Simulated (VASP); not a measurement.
OSZICAR of a VASP run on InSb (zinc blende):

### OSZICAR
```
       N       E                     dE             d eps       ncg     rms          rms(c)
DAV:   1     0.108545242966E+03    0.10855E+03   -0.77994E+03  1222   0.132E+03
DAV:   2     0.325369892385E+00   -0.10822E+03   -0.10557E+03  1277   0.298E+02
DAV:   3    -0.684733838896E+01   -0.71727E+01   -0.71374E+01  1592   0.845E+01
DAV:   4    -0.704050988029E+01   -0.19317E+00   -0.19310E+00  1508   0.168E+01
DAV:   5    -0.704924037865E+01   -0.87305E-02   -0.87304E-02  1781   0.289E+00    0.373E+00
DAV:   6    -0.696029897174E+01    0.88941E-01   -0.17670E-01  1668   0.690E+00    0.216E+00
DAV:   7    -0.695023884627E+01    0.10060E-01   -0.66991E-02  1542   0.268E+00    0.607E-01
DAV:   8    -0.695141044409E+01   -0.11716E-02   -0.73341E-03  1568   0.112E+00    0.228E-01
DAV:   9    -0.695204173940E+01   -0.63130E-03   -0.87489E-04  1413   0.286E-01    0.728E-02
DAV:  10    -0.695212232921E+01   -0.80590E-04   -0.63959E-05  1525   0.621E-02    0.295E-02
DAV:  11    -0.695216956352E+01   -0.47234E-04   -0.85153E-05  1277   0.656E-02    0.182E-02
DAV:  12    -0.695217025090E+01   -0.68738E-06   -0.92288E-07  1120   0.797E-03
   1 F= -.69521703E+01 E0= -.69522556E+01  d E =-.695217E+01
```

Task: Which electronic solver shows in the log?

Result: It is blocked Davidson (ALGO = Normal, or the opening steps of other solvers). The INCAR had ALGO = Normal.

Task: Can the final energy be trusted as converged?

Result: The calculation finished and met its thresholds. It stopped with EDIFF = 1E-6, NELM = 100, NSW = 40 and EDIFFG = -0.02 after 1 ionic step (PBE GGA, plane waves, VASP's PBE PAW potentials (set 64)).

The compound is InSb in the zinc blende structure. It was relaxed first, which changed the volume by +7 %.
